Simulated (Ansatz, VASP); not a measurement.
**La3Zr: energy against volume and a worked fit**

```yaml
crystal:
  lattice:
    - [5.07267, 0.00000, 0.00000]
    - [0.00000, 5.07267, 0.00000]
    - [0.00000, 0.00000, 5.07267]
  atoms:
    - { symbol: La, position: [0.50000, 0.50000, 0.00000] }
    - { symbol: La, position: [0.50000, 0.00000, 0.50000] }
    - { symbol: La, position: [0.00000, 0.50000, 0.50000] }
    - { symbol: Zr, position: [0.00000, 0.00000, 0.00000] }
```

The cell comes from a database or a generator and needn't be the stable form of this composition.

The cell was scaled at fixed shape and fractions and run with Ansatz, Ansatz PAW, cutoff 420 eV; PBE, k mesh 5 × 5 × 5 on the cell of 4 atoms, fermi-dirac occupations of 0.05 eV, no spin polarisation, no spin-orbit coupling. Energies are those that the program minimises, any entropy of the smearing included. For a metal such a mesh isn't converged to the digits shown.

| V (Å³/atom) | energy over the lowest row (meV/atom) |
| --- | --- |
| 30.6746 | 12.076 |
| 31.3272 | 4.599 |
| 31.9799 | 0.665 |
| 32.6325 | 0.000 |
| 33.2852 | 2.336 |
| 33.9378 | ? |
| 34.5905 | 14.966 |

Question: Fit the third-order Birch-Murnaghan form, give V0, B0 and B′, and predict the energy left open.

Answer: With y = (V0/V)^(2/3), E = E0 + (9 V0 B0/16) [(y - 1)³ B′ + (y - 1)² (6 - 4y)]. Least squares through the rows shown give V0 = 32.4438 Å³/atom, E0 = -0.122 meV, B0 = 37.37 GPa (1 eV/Å³ = 160.218 GPa) and B′ = 3.35, with a largest miss of 0.007 meV. At V = 33.9378 the form with these constants gives 7.392 meV; the run gave 7.412 meV an atom. Other set-ups at this level, from all their volumes (Å³/atom, GPa): VASP, PBE PAW files La, Zr_sv, 520 eV: V0 32.520, B0 37.33.
